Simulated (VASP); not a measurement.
## B8HCO4: single point with PBEsol

B8HCO4, a slab with vacuum:

```xyz
28
Lattice="5.7580 0.0000 0.0000 0.0000 7.0520 0.0000 0.0000 0.0000 17.1555" Properties=species:S:1:pos:R:3 pbc="T T T"
B     0.0000    2.6798    1.0000
B     0.0000    4.3722    1.0000
B    -0.0021    0.3639    2.4992
B     1.4392    6.7551    2.1234
B     1.4399    2.6098    3.8138
B     1.4403    4.3970    3.7356
B     1.4430    0.6650    4.8566
B     0.0068    6.6036    4.4451
B     2.8790    2.6798    1.0000
B     2.8790    4.3722    1.0000
B     2.8817    0.3630    2.4974
B     4.3189    6.7556    2.1164
B     4.3183    2.6150    3.8115
B     4.3171    4.3972    3.7308
B     4.3191    0.7163    4.8080
B     2.8760    6.6044    4.4360
O     0.0008    2.0957    2.6398
O     1.4393    5.0268    1.8408
O     1.4395    1.8764    4.8065
O    -0.0040    5.0087    4.0264
O     2.8783    2.0960    2.6401
O     4.3194    5.0260    1.8384
O     4.3191    1.8735    4.7985
O     2.8853    5.0098    4.0207
C     1.4481    4.0235    7.1062
C     1.8240    5.2513    7.0459
H     1.1564    3.1829    6.4115
H     2.2250    6.2558    6.7806
```

```yaml
Program: VASP 6.6.1
Task: single point
Functional: PBEsol
Potentials_or_basis: VASP PAW PBE potentials, release 64 (B, O, C, H)
Cutoff: 520 eV
k_mesh: 2 × 2 × 1
Occupations: fermi-dirac, width 0.05 eV
Spin: no spin polarisation
```

```yaml
Largest_force: 19.364 eV/Å
Band_gap_on_the_k_mesh: 0.13 eV, indirect (least direct gap 0.16 eV)
```

Forces on the atoms (eV/Å):
```
B     0.016  -0.400   1.353
B    -0.009   0.247   1.872
B     0.037   0.648   0.364
B    -0.032  -0.927   0.430
B     0.028   5.591  -7.885
B    -0.013  -0.606  -1.185
B    -0.082 -13.893  -0.755
B     0.027   2.318  -1.334
B    -0.016  -0.384   1.347
B    -0.001   0.229   1.869
B    -0.061   0.685   0.433
B     0.054  -0.931   0.327
B    -0.013   5.919  -7.984
B     0.012  -0.560  -1.314
B     0.073 -19.359  -0.429
B     0.001   2.321  -1.323
O    -0.033  -0.771   0.745
O     0.003   1.313   0.324
O    -0.017   4.772   4.390
O    -0.083   1.701   1.488
O     0.030  -0.790   0.750
O     0.007   1.321   0.262
O    -0.001   9.842   4.550
O     0.084   1.721   1.458
C     1.229   4.292  -1.942
C    -1.142  -4.190  -0.208
H     0.208   0.643   1.635
H    -0.306  -0.753   0.763
```

Levels at points of the mesh, in eV from the valence-band top:
```tsv
k point	band 49	band 50	band 51	band 52	band 53	band 54	band 55	band 56	band 57	band 58
(0.00, 0.00, 0.00)	-0.77	-0.71	-0.53	-0.16	-0.12	0.52	0.94	1.09	1.17	1.42
(0.50, 0.00, 0.00)	-1.95	-1.35	-1.21	-0.05	-0.04	0.13	0.14	1.43	1.58	1.81
(0.00, 0.50, 0.00)	-0.65	-0.52	-0.48	-0.09	0.00	0.40	0.87	1.07	1.08	1.31
(0.50, 0.50, 0.00)	-1.94	-1.23	-1.10	-0.07	-0.07	0.13	0.13	1.46	1.50	1.75
```

Run time: 7.1 min on 1 thread of Intel(R) Xeon(R) 6975P-C (Granite Rapids), with other jobs on the host, peak memory 0.76 GiB.

Caveat: the k mesh is coarse (spacing up to 0.55 Å⁻¹), so the values aren't converged; the PAW data sets were made with another functional, which shifts forces and pressure a little.
